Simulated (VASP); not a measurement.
SnGe2:

```
Sn Ge
1.0
    -2.20741    2.20741    2.76783
     2.20741   -2.20741    2.76783
     2.20741    2.20741   -2.76783
Sn Ge
1 2
Cartesian
  0.0000 0.0000 0.0000
  0.0000 2.2074 1.3839
  2.2074 0.0000 1.3839
```

The cell was built by a generator and needn't be a form met in nature.

| Quantity | Value |
| --- | --- |
| Program | VASP 6.6.1 |
| Task | relaxation of cell and atoms |
| Functional | PBE |
| Potentials or basis | VASP PAW PBE potentials, release 64 (Sn_d, Ge_d) |
| Cutoff | 520 eV |
| k mesh | 7 × 7 × 7 |
| Occupations | gaussian, width 0.15 eV |
| Spin | no spin polarisation |

At the start: pressure 39.9 GPa; volume 17.98 Å³/atom.

Problem. Where does the relaxation end?

Solution. Over 9 steps the energy falls by 724.6 meV/atom and the volume is 25.80 Å³/atom (+43.5 %); space group I4/mmm (No. 139, to 0.05 Å).

The path:
```
step  energy change (eV)  largest force (eV/Å)  pressure (GPa)  volume (Å³)
   1              0.0000                0.0000           39.90        53.95
   2             -1.6325                0.0000           -6.66        97.00
   3             -2.1304                0.0000            0.46        77.17
   4             -2.1294                0.0000           -0.08        78.18
   5             -2.1330                0.0000           -0.28        78.15
   6             -2.1439                0.0000           -0.48        78.05
   7             -2.1689                0.0000            0.09        77.74
   8             -2.1503                0.0000            0.25        76.64
   9             -2.1738                0.0000           -0.06        77.41
```

Final structure:
```xyz
3
Lattice="-2.6088 2.6088 2.8436 2.6088 -2.6088 2.8436 2.6088 2.6088 -2.8436" Properties=species:S:1:pos:R:3 pbc="T T T"
Sn    0.0000    0.0000    0.0000
Ge    0.0000    2.6088    1.4218
Ge    2.6088    0.0000    1.4218
```

Caveat: the volume moved by over 15 % at a fixed basis, so the end points are rough.
